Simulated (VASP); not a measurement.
Here is a VASP 6.6.1 calculation.

INCAR

```
SYSTEM = Si5H26F6
PREC = Accurate
ENCUT = 520
EDIFF = 1E-6
ISMEAR = -1
SIGMA = 0.05
LREAL = Auto
LASPH = .TRUE.
NELM = 100
ALGO = Fast
ISIF = 2
LWAVE = .FALSE.
LCHARG = .TRUE.
GGA = PE
IVDW = 12
LELF = .TRUE.
LVHAR = .TRUE.
NBANDS = 68
```

File KPOINTS:

```
Automatic mesh
0
G
  1 1 1
  0 0 0
```

The input POSCAR:

```
Si5H26F6
1.0
    8.4230660000      0.0000000000      0.0000000000
    0.0000000000      8.4230660000      0.0000000000
    0.0000000000      0.0000000000      8.4230660000
Si H F
5 26 6
Direct
    0.9569674510      0.4920417340      0.2711601690
    0.0833188295      1.0948744792      0.9223363559
    0.3947256260      0.3967201492      0.4542051552
    0.7691973445      0.7673927760      0.8367143271
    0.0650357008      0.8968468251      0.4975266726
    0.9741702131      0.5702199175      0.4295466758
    0.8585709764      0.6116418891      0.1598230383
    1.1158288443      0.4256169903      0.2256423017
    0.8391599923      0.3523301373      0.3006031295
   -0.0415525653      0.9714633603      0.9710834511
   -0.0197434046      1.1842837276      0.8190841672
    0.1281956000      1.1649321043      1.0873356566
    0.2092468467      0.9925245748      0.8459389966
    0.3307228033      0.4190991736      0.6174592482
    0.3019684281      0.2738195332      0.3655082365
    0.3863082635      0.5325614212      0.3623739859
    0.5854993894      0.3849073485      0.4782462823
    0.8429115954      0.8957545863      0.7346493545
    0.7257571055      0.8614440395      0.9594606050
    0.6101222524      0.7279178389      0.7617772436
    0.8780175770      0.6294620035      0.8725088940
    0.1817865371      0.9062495771      0.3715511668
    0.1179380525      0.7819361738      0.6229560590
    0.0735480406      1.0388972377      0.5874820404
   -0.0986814065      0.8751207696      0.4292973604
    0.5041394666      1.0057382905      0.7048621013
    0.0558822642      0.4174489432      0.7380685370
    0.8175764027      0.1494942578      0.0034904155
    0.5778655896      0.1669582074      0.3321830792
    0.6149067335      0.2289071462      0.5815459596
    0.3522707765      0.8490495029      1.1403567300
    0.4067877421      1.0119118145      0.7428767625
    0.0488420725      0.4562590392      0.8420093111
    0.7386384008      0.2263783758     -0.0330520977
    0.6629177547      0.1104823351      0.3034643205
    0.6699579464      0.1975052790      0.6712045234
    0.3299511128      0.7416183133      1.0999438922
```

Potentials or basis: VASP PAW PBE potentials, release 64 (Si, H, F).

Launch:

```console
$ cat potpaw_PBE.64/Si/POTCAR potpaw_PBE.64/H/POTCAR potpaw_PBE.64/F/POTCAR > POTCAR
$ mpirun -np 1 vasp_gam > vasp.out
```

Task: Predict the largest force.

Result: 4.389 eV/Å.

Task: Estimate the band gap on the k mesh.

Result: 5.22 eV, direct.

Task: What does it give for the dispersion energy per atom?

Result: -0.036 eV.

Stress tensor (GPa, compression positive):
```
 0.48 -0.62 -1.42
-0.62  0.81  0.47
-1.42  0.47  1.51
```

Expect the measured gap to be larger: semilocal functionals such as PBE lack the derivative discontinuity.
